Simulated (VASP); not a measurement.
Input:

```yaml
crystal:
  lattice:
    - [0.00000, 2.47211, 2.47211]
    - [2.47211, 0.00000, 2.47211]
    - [2.47211, 2.47211, 0.00000]
  atoms:
    - { symbol: Na, position: [0.00000, 0.00000, 0.00000] }
    - { symbol: H, position: [0.50000, 0.50000, 0.50000] }
```

All values below come from G0W0 on PBE orbitals, VASP's PBE PAW potentials (set 64) (plane waves; VASP). Run with PREC = Normal, 500 eV cut-off, 4×4×4 Γ-centred mesh, Gaussian smearing of 0.010 eV, potentials Na_sv_GW H_GW.

The mesh is coarse and the basis finite, so the quasiparticle values are not converged.

NBANDS = 160, ENCUTGW = 200 eV, NOMEGA = 64. The PBE levels (eV) that the step starts from are:

```json
[
 {"state": "k1 (0.00, 0.00, 0.00), band 2", "KS energy": "-23.61", "filling": "2"},
 {"state": "k1 (0.00, 0.00, 0.00), band 3", "KS energy": "-23.61", "filling": "2"},
 {"state": "k1 (0.00, 0.00, 0.00), band 4", "KS energy": "-23.61", "filling": "2"},
 {"state": "k1 (0.00, 0.00, 0.00), band 5", "KS energy": "-4.80", "filling": "2"},
 {"state": "k1 (0.00, 0.00, 0.00), band 6", "KS energy": "8.46", "filling": "0"},
 {"state": "k1 (0.00, 0.00, 0.00), band 7", "KS energy": "13.72", "filling": "0"},
 {"state": "k1 (0.00, 0.00, 0.00), band 8", "KS energy": "13.72", "filling": "0"},
 {"state": "k1 (0.00, 0.00, 0.00), band 9", "KS energy": "13.72", "filling": "0"},
 {"state": "k7 (0.50, 0.50, 0.00), band 2", "KS energy": "-23.68", "filling": "2"},
 {"state": "k7 (0.50, 0.50, 0.00), band 3", "KS energy": "-23.64", "filling": "2"},
 {"state": "k7 (0.50, 0.50, 0.00), band 4", "KS energy": "-23.64", "filling": "2"},
 {"state": "k7 (0.50, 0.50, 0.00), band 5", "KS energy": "-1.55", "filling": "2"},
 {"state": "k7 (0.50, 0.50, 0.00), band 6", "KS energy": "3.12", "filling": "0"},
 {"state": "k7 (0.50, 0.50, 0.00), band 7", "KS energy": "8.40", "filling": "0"},
 {"state": "k7 (0.50, 0.50, 0.00), band 8", "KS energy": "8.87", "filling": "0"},
 {"state": "k7 (0.50, 0.50, 0.00), band 9", "KS energy": "8.87", "filling": "0"}
]
```

Task: Give the quasiparticle energies and renormalisation factors Z.

Result: 
| state | QP energy (eV) | Z |
|---|---|---|
| k1 (0.00, 0.00, 0.00), band 2 | -28.55 | 0.75 |
| k1 (0.00, 0.00, 0.00), band 3 | -28.55 | 0.75 |
| k1 (0.00, 0.00, 0.00), band 4 | -28.55 | 0.75 |
| k1 (0.00, 0.00, 0.00), band 5 | -6.44 | 0.70 |
| k1 (0.00, 0.00, 0.00), band 6 | 9.32 | 0.72 |
| k1 (0.00, 0.00, 0.00), band 7 | 14.36 | 0.80 |
| k1 (0.00, 0.00, 0.00), band 8 | 14.36 | 0.80 |
| k1 (0.00, 0.00, 0.00), band 9 | 14.36 | 0.80 |
| k7 (0.50, 0.50, 0.00), band 2 | -28.47 | 0.73 |
| k7 (0.50, 0.50, 0.00), band 3 | -28.51 | 0.74 |
| k7 (0.50, 0.50, 0.00), band 4 | -28.51 | 0.74 |
| k7 (0.50, 0.50, 0.00), band 5 | -3.13 | 0.73 |
| k7 (0.50, 0.50, 0.00), band 6 | 3.77 | 0.79 |
| k7 (0.50, 0.50, 0.00), band 7 | 8.81 | 0.76 |
| k7 (0.50, 0.50, 0.00), band 8 | 9.74 | 0.77 |
| k7 (0.50, 0.50, 0.00), band 9 | 9.74 | 0.77 |
On the mesh the gap opens from 3.65 to 5.94 eV.

The compound is NaH in the rock salt structure. This cell is one point of a volume scan, at 1.04 of the reference volume. The k-mesh is coarse (spacing up to 0.55 per Å, 2π included), so the numbers may not be converged in it.
